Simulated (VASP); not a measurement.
MoOs: single point with LDA

Crystal: MoOs.

```
Mo Os
1.0
     2.71221    0.00000    0.00000
    -1.35611    2.34884    0.00000
     0.00000    0.00000    4.73241
Mo Os
1 1
Direct
  0.66667 0.33333 0.50000
  0.33333 0.66667 0.00000
```

The cell comes from a database or a generator and needn't be the stable form of this composition.

The cell isn't the ideal one: strain -0.025 along x and y, +0.050 along z, atoms carried along.

```json
{"Program": "VASP 6.6.1", "Task": "single point", "Functional": "LDA", "Potentials or basis": "VASP PAW LDA potentials, release 64 (Mo_sv, Os)", "Cutoff": "520 eV", "k mesh": "21 × 21 × 10", "Occupations": "gaussian, width 0.15 eV", "Spin": "no spin polarisation"}
```

| Item | Value |
| --- | --- |
| Pressure | -13.5 GPa |
| Band gap on the k mesh | none (metal or under the smearing width) |

Stress tensor (GPa, compression positive):
```
 -3.18   0.00   0.00
  0.00  -3.18   0.00
  0.00   0.00 -34.16
```

Levels at points of the mesh, in eV from the Fermi level:
```
           k point  band 8  band 9  band 10  band 11  band 12  band 13  band 14  band 15
(0.00, 0.00, 0.00)   -2.06   -2.06    -0.41    -0.41     0.31     0.37     0.37     3.08
(0.00, 0.00, 0.50)   -2.22   -2.18    -2.18    -0.95    -0.95     1.52     1.52     2.77
```

Run time: 54 s on 1 thread of Intel(R) Xeon(R) 6975P-C (Granite Rapids), on a shared host, peak memory 0.26 GiB.

Spin-orbit coupling is left out, which matters for the levels of Os.
